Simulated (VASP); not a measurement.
Method: PBE GGA, VASP's PBE PAW potentials (set 64) (plane waves; VASP).

VASP ran on this input.

POSCAR:
```
Cl
1
    2.1952000000    -3.0576000000     0.0000000000
    2.1952000000     3.0576000000     0.0000000000
    0.0000000000     0.0000000000     8.0948000000
Cl
4
Direct
  0.8770000000   0.8770000000   0.8970000000
  0.6230000000   0.6230000000   0.3970000000
  0.3770000000   0.3770000000   0.6030000000
  0.1230000000   0.1230000000   0.1030000000
```

### KPOINTS
```
kpoints
0
G
  7 7 3
```

### INCAR
```
# general
SYSTEM = Cl
PREC   = Accurate
ENCUT  = 300   # plane-wave cut-off (eV)
LREAL  = F
LASPH  = T   # aspherical one-centre terms

# electronic loop
EDIFF  = 1E-6   # SCF stop (eV)
NELM   = 100
ALGO   = Normal

# smearing
ISMEAR = -1   # Fermi-Dirac
SIGMA  = 0.05   # width (eV)

# functional
GGA    = PE   # PBE

# ions
ISIF   = 2   # forces and stress, cell fixed

# output
LWAVE  = F
LCHARG = F
```

POTCAR, in this order: Cl (PBE.64 set). Program: vasp_std.

The resulting files:

OSZICAR:
```
       N       E                     dE             d eps       ncg     rms          rms(c)
DAV:   1     0.151172249286E+03    0.15117E+03   -0.94018E+03  1152   0.856E+02
DAV:   2     0.113204460458E+01   -0.15004E+03   -0.14772E+03  1708   0.205E+02
DAV:   3    -0.760798700853E+01   -0.87400E+01   -0.87203E+01  1390   0.604E+01
DAV:   4    -0.770665148458E+01   -0.98664E-01   -0.98617E-01  1464   0.743E+00
DAV:   5    -0.770792564683E+01   -0.12742E-02   -0.12740E-02  1390   0.827E-01    0.170E+01
DAV:   6    -0.737152986103E+01    0.33640E+00   -0.24224E-01  1260   0.330E+00    0.111E+01
DAV:   7    -0.726948330750E+01    0.10205E+00   -0.53635E-01  1252   0.477E+00    0.877E-01
DAV:   8    -0.725689483137E+01    0.12588E-01   -0.67305E-02  1218   0.185E+00    0.409E-01
DAV:   9    -0.725705223270E+01   -0.15740E-03   -0.17481E-03  1480   0.286E-01    0.945E-02
DAV:  10    -0.725716360998E+01   -0.11138E-03   -0.16753E-04  1444   0.918E-02    0.623E-02
DAV:  11    -0.725716729916E+01   -0.36892E-05   -0.48128E-05  1256   0.452E-02    0.989E-03
DAV:  12    -0.725716863681E+01   -0.13377E-05   -0.49252E-06  1294   0.159E-02    0.475E-03
DAV:  13    -0.725716917056E+01   -0.53375E-06   -0.75451E-07   706   0.680E-03
   1 F= -.72571692E+01 E0= -.72571692E+01  d E =-.432424E-10
```

### OUTCAR
```
------------------------ aborting loop because EDIFF is reached ----------------------------------------
  FORCE on cell =-STRESS in cart. coord.  units (eV):
  Direction    XX          YY          ZZ          XY          YZ          ZX
  --------------------------------------------------------------------------------------
  Total        0.7436279      0.8486381      1.3644980      0.0000000      0.0000000     -0.0000000
  in kB       10.9641603     12.5124458     20.1183620      0.0000000      0.0000000     -0.0000000
  external PRESSURE =      14.5316560 kB  Pullay stress =       0.0000000 kB
  volume of cell :      108.67
      direct lattice vectors                 reciprocal lattice vectors
     2.195200000 -3.057600000  0.000000000     0.227769679 -0.163526949  0.000000000
     2.195200000  3.057600000  0.000000000     0.227769679  0.163526949  0.000000000
     0.000000000  0.000000000  8.094800000     0.000000000  0.000000000  0.123536097
 POSITION                                       TOTAL-FORCE (eV/Angst)
 -----------------------------------------------------------------------------------
      3.85038      0.00000      7.26104        -0.183930      0.000000     -0.356780
      2.73522      0.00000      3.21364         0.183930      0.000000     -0.356780
      1.65518      0.00000      4.88116        -0.183930      0.000000      0.356780
      0.54002      0.00000      0.83376         0.183930      0.000000      0.356780
 -----------------------------------------------------------------------------------
    total drift:                                0.000000      0.000000      0.000000
  FREE ENERGIE OF THE ION-ELECTRON SYSTEM (eV)
  ---------------------------------------------------
  free  energy   TOTEN  =        -7.2571691706 eV

  energy  without entropy=       -7.2571691705  energy(sigma->0) =       -7.25716917
```
(Selected blocks of OUTCAR.)

At this cut-off the stress carries a Pulay error, which pulls relaxed volumes low.

The structure is a typed Cl crystal (Cmce). The cell was not relaxed at this level, and its volume differs by -5.9 % from the start's.
